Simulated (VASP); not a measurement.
# Driving VASP from ASE on Nb2InC, part 4 of 4

Do ASE scripts that read Nb2InC from different structure formats give one answer, and do several routes find one equilibrium volume? All runs use r2SCAN. Left out of this account: at least 1 further run (fields: a reference on another mesh). The start is a computed cell from the Materials Project.

VASP 6.6.1; r2SCAN; plane waves and PAW (Nb_sv, In_d, C).

So far. Step 4 (Relaxing cell and atoms (r2SCAN, through ASE)): It ends with a largest force of 0.003 eV/Å and a pressure of -0.02 GPa. Step 5 (Energy against volume, from ASE (r2SCAN)): The fit over cells of fixed shape and fractional positions puts the volume -0.21 % from the relaxed one.

### 8. Self-consistent run (r2SCAN, through ASE) with a changed input

This run is made with a changed input; what comes of it follows.

run.py

```python
import numpy as np
from ase.calculators.vasp import Vasp
from ase import Atoms
from ase.dft.bandgap import bandgap

atoms = Atoms(['Nb', 'Nb', 'Nb', 'Nb', 'In', 'In', 'C', 'C'],
              cell=[[3.19376017, 0.0, 0.0], [-1.59688008, 2.76587744, 0.0], [0.0, 0.0, 14.45404753]],
              scaled_positions=[[0.66666667, 0.33333333, 0.91669271], [0.33333333, 0.66666667, 0.08330729], [0.33333333, 0.66666667, 0.41669271], [0.66666667, 0.33333333, 0.58330729], [0.66666667, 0.33333333, 0.25], [0.33333333, 0.66666667, 0.75], [0.0, 0.0, 0.0], [0.0, 0.0, 0.5]],
              pbc=True)

calc = Vasp(
    xc='r2scan',
    pp='PBE',
    prec='Accurate',
    encut=80,
    ediff=1e-06,
    nelm=82,
    ismear=-1,
    sigma=0.05,
    lreal=False,
    algo='Normal',
    lasph=True,
    nbands=53,
    lorbit=11,
    lwave=False,
    lcharg=False,
    kpar=8,
    isif=2,
    pp_version='64',
    setups={'Nb': '_sv', 'In': '_d', 'C': ''},
    kpts=(11, 11, 2),
    gamma=True,
    txt='vasp.out',
)
atoms.calc = calc

print("energy (eV):", round(atoms.get_potential_energy(), 6))
print("Fermi level (eV):", round(calc.get_fermi_level(), 4))
print("forces (eV/A):")
print(np.round(atoms.get_forces(), 4))
print("stress (GPa, Voigt, tension positive):", np.round(atoms.get_stress() * 160.21766, 3))
gap, p1, p2 = bandgap(calc, direct=False)
print("gap on the mesh (eV):", round(gap, 4))
```

Potentials, in the order of the species: Nb_sv, In_d and C (PBE family, release 64).

Run with:

```
> export ASE_VASP_COMMAND="mpirun -np 8 vasp_std"
> python run.py
```

What it wrote:

```text
energy (eV): 609.969222
Fermi level (eV): 16.9453
forces (eV/A):
[[-0.     -0.     -3.4519]
 [-0.     -0.      3.4519]
 [ 0.     -0.     -3.4519]
 [-0.      0.      3.4519]
 [ 0.     -0.     -0.    ]
 [-0.      0.     -0.    ]
 [-0.      0.     -0.    ]
 [-0.      0.     -0.    ]]
stress (GPa, Voigt, tension positive): [2694.908 2694.908 2849.362   -0.      -0.       0.   ]
gap on the mesh (eV): 0.0
```

Elapsed: 10 s, on 8 MPI ranks of Intel Xeon 6975P-C (Granite Rapids), shared host; peak memory 0.94 GiB; 74 s of CPU time.

The INCAR that ASE wrote:

```
ENCUT = 80.000000
SIGMA = 0.050000
EDIFF = 1.00e-06
ALGO = Normal
METAGGA = R2SCAN
PREC = Accurate
ISIF = 2
ISMEAR = -1
KPAR = 8
LORBIT = 11
NBANDS = 53
NELM = 82
LASPH = .TRUE.
LCHARG = .FALSE.
LWAVE = .FALSE.
LREAL = .FALSE.
```

ASE turned this into the KPOINTS:

```
KPOINTS created by Atomic Simulation Environment
0
Gamma
11 11 2
0 0 0
```

VASP's own log, vasp.out:

```text
[... set-up lines as in an earlier step ...]
 entering main loop
       N       E                     dE             d eps       ncg     rms          rms(c)
DAV:   1     0.338566461373E+03    0.33857E+03   -0.12899E+04  4391   0.409E+02
DAV:   2     0.130606290324E+03   -0.20796E+03   -0.20236E+03  4003   0.149E+02
DAV:   3     0.123166831548E+03   -0.74395E+01   -0.73048E+01  4144   0.249E+01
DAV:   4     0.123074991994E+03   -0.91840E-01   -0.91137E-01  4043   0.205E+00
DAV:   5     0.123073000505E+03   -0.19915E-02   -0.19890E-02  4047   0.207E-01    0.338E+02
DAV:   6     0.504917029751E+03    0.38184E+03   -0.75984E+02  3899   0.966E+01    0.398E+02
DAV:   7     0.543774454431E+03    0.38857E+02   -0.12339E+02  3943   0.322E+01    0.684E+02
DAV:   8     0.569947199296E+03    0.26173E+02   -0.47252E+01  3758   0.215E+01    0.892E+02
DAV:   9     0.594088006284E+03    0.24141E+02   -0.28957E+01  3793   0.194E+01    0.189E+03
DAV:  10     0.593737198531E+03   -0.35081E+00   -0.84225E+01  4099   0.356E+01    0.560E+02
DAV:  11     0.591570696796E+03   -0.21665E+01   -0.14157E+01  4040   0.127E+01    0.157E+03
DAV:  12     0.599921000366E+03    0.83503E+01   -0.49303E+00  3908   0.773E+00    0.133E+03
DAV:  13     0.610457768545E+03    0.10537E+02   -0.38448E+01  3832   0.204E+01    0.102E+02
DAV:  14     0.609943560528E+03   -0.51421E+00   -0.26494E+00  3980   0.414E+00    0.115E+01
DAV:  15     0.609935238658E+03   -0.83219E-02   -0.41171E-02  3932   0.559E-01    0.139E+01
DAV:  16     0.609946541966E+03    0.11303E-01   -0.13416E-02  4002   0.380E-01    0.349E+01
DAV:  17     0.609951514719E+03    0.49728E-02   -0.16198E-02  3970   0.471E-01    0.134E+00
DAV:  18     0.609951559197E+03    0.44478E-04   -0.87697E-04  3916   0.980E-02    0.189E+00
DAV:  19     0.609951627237E+03    0.68040E-04   -0.26897E-04  3954   0.643E-02    0.271E-01
DAV:  20     0.609951627483E+03    0.24540E-06   -0.35225E-05  3788   0.220E-02    0.194E-01
DAV:  21     0.609951630062E+03    0.25798E-05   -0.56906E-06  3433   0.866E-03    0.106E-01
DAV:  22     0.609951628100E+03   -0.19623E-05   -0.28476E-07  2041   0.232E-03    0.507E-02
DAV:  23     0.609951627068E+03   -0.10319E-05   -0.11499E-07  2001   0.130E-03    0.380E-02
DAV:  24     0.609951626960E+03   -0.10803E-06   -0.12888E-08  1966   0.398E-04
   1 F= 0.60995163E+03 E0= 0.60996922E+03  d E =-.351908E-01
```

OUTCAR, selected parts (step 8):

```text
   ENCUT  =   80.0 eV   5.88 Ry    2.42 a.u.   2.33  2.33 10.54*2*pi/ulx,y,z

   NELECT =      86.0000    total number of electrons

 E-fermi :  16.9453

 k-point     1 :       0.0000    0.0000    0.0000
  band No.  band energies     occupation
    ...
     38      11.8463      2.00000
     39      14.5544      2.00000
     40      16.2369      2.00000
     41      16.8119      1.87007
     42      16.8119      1.87005
     43      17.0345      0.28747
     44      17.0347      0.28665
     45      17.4133      0.00017
     46      17.4133      0.00017
     47      17.6878      0.00000
    ...

  Total    -2147.6227686  -2147.6227674  -2270.7102479     -0.0000039      0.0000000      0.0000000
  in kB   -26949.0754994 -26949.0754835 -28493.6175948     -0.0000487      0.0000000      0.0000000
  external PRESSURE =  -27463.9228592 kB  Pullay stress =       0.0000000 kB

 POSITION                                       TOTAL-FORCE (eV/Angst)
 -----------------------------------------------------------------------------------
      1.59688      0.92196     13.24992        -0.000000     -0.000000     -3.451865
     -0.00000      1.84392      1.20413        -0.000000     -0.000000      3.451865
     -0.00000      1.84392      6.02290         0.000000     -0.000000     -3.451865
      1.59688      0.92196      8.43115        -0.000000      0.000000      3.451865
      1.59688      0.92196      3.61351         0.000000     -0.000000     -0.000000
     -0.00000      1.84392     10.84054        -0.000000      0.000000     -0.000000
      0.00000      0.00000      0.00000        -0.000000      0.000000     -0.000000
      0.00000      0.00000      7.22702        -0.000000      0.000000     -0.000000
 -----------------------------------------------------------------------------------
    total drift:                               -0.000024      0.000014     -0.000001

  FREE ENERGIE OF THE ION-ELECTRON SYSTEM (eV)
  ---------------------------------------------------
  free  energy   TOTEN  =       609.9516269601 eV

  energy  without entropy=      609.9868177324  energy(sigma->0) =      609.96922235

[... 6 parts as in an earlier step ...]

[... 10 further parts left out ...]
```

Convergence was reached, but on settings outside the sound range, so the numbers are no properties of the crystal.

The fault in the input: cutoff far too low (ENCUT = 80). Raise ENCUT to at least the largest default of the data sets.

### 9. What came out

| Item | Value |
| --- | --- |
| energy, ASE, structure read from an extended xyz file | -21.07603 eV/atom |
| energy, ASE, structure read from a CIF with its space group | -21.07868 eV/atom |
| volume from VASP's own relaxation | 15.81 Å³/atom |
| volume from the fit of the ASE volume loop | 15.77 Å³/atom |
| volume from BFGS in ASE | 15.79 Å³/atom |

In words: With the structure read from a CIF with its space group, ASE's run differs from the first script by -2.6 meV an atom, which comes from its other mesh. The routes to the equilibrium volume agree within 0.22 %. A relaxation follows the stress, which carries a basis-set error, while a volume loop fits energies; every loop stops at a tolerance; VASP's relaxation keeps the plane waves of its start, while ASE starts VASP afresh at each cell, and a loop at fixed shape can't relax anything but the volume.

[Lines on the potential files, build, host, timing and source positions are cut from VASP's logs without a mark.]

[Logs are printed without paths, hosts, clocks, repeated set-up lines and the standing remarks that a program may print on its own settings, such as how far it seeks lower states.]

[Hosts, paths, dates, database ids (printed as entryN), source tags and the programs' standing remarks are cut or masked in the printed files.]

[A measured line is paired with the nearest computed mode of its activity, which favours agreement.]

[In band tables of VASP the shares of atoms and orbitals are scaled to a sum of 1 inside the atoms' spheres.]
